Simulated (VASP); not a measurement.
## ScAlN2: single point with PBE

Crystal: ScAlN2.

```
Sc Al N
1.0
    -2.19948    2.19948    4.19862
     2.19948   -2.19948    4.19862
     2.19948    2.19948   -4.19862
Sc Al N
2 2 4
Direct
  0.00000 0.00000 0.00000
  0.75000 0.25000 0.50000
  0.50000 0.50000 0.00000
  0.25000 0.75000 0.50000
  0.73751 0.73751 0.00000
  0.01249 0.51249 0.50000
  0.26249 0.26249 0.00000
  0.48751 0.98751 0.50000
```

The cell comes from a database or a generator and needn't be the stable form of this composition.

```json
{
  "Program": "VASP 6.6.1",
  "Task": "single point",
  "Functional": "PBE",
  "Potentials or basis": "VASP PAW PBE potentials, release 64 (Sc_sv, Al, N)",
  "Cutoff": "900 eV",
  "k mesh": "7 × 7 × 7",
  "Occupations": "gaussian, width 0.05 eV",
  "Spin": "no spin polarisation"
}
```

The pressure is 0.2 GPa and the band gap on the k mesh is 1.04 eV, indirect (least direct gap 1.05 eV).

Forces on the atoms (eV/Å):
```
Sc   0.000  0.000  0.000
Sc   0.000  0.000  0.000
Al   0.000  0.000  0.000
Al   0.000  0.000  0.000
N    0.000  0.000  0.003
N    0.000  0.000 -0.003
N    0.000  0.000 -0.003
N    0.000  0.000  0.003
```

Levels at points of the mesh, in eV from the valence-band top:
```tsv
k point	band 21	band 22	band 23	band 24	band 25	band 26	band 27	band 28
(0.00, 0.00, 0.00)	-1.20	-0.45	0.00	0.00	1.05	2.84	2.84	3.77
```

Run time: 7.3 min on 1 thread of AMD EPYC 7R13 Processor (Zen 3), on a shared host, peak memory 0.48 GiB.

Caveat: an odd mesh through Γ misses points on the zone boundary, where band edges often lie.
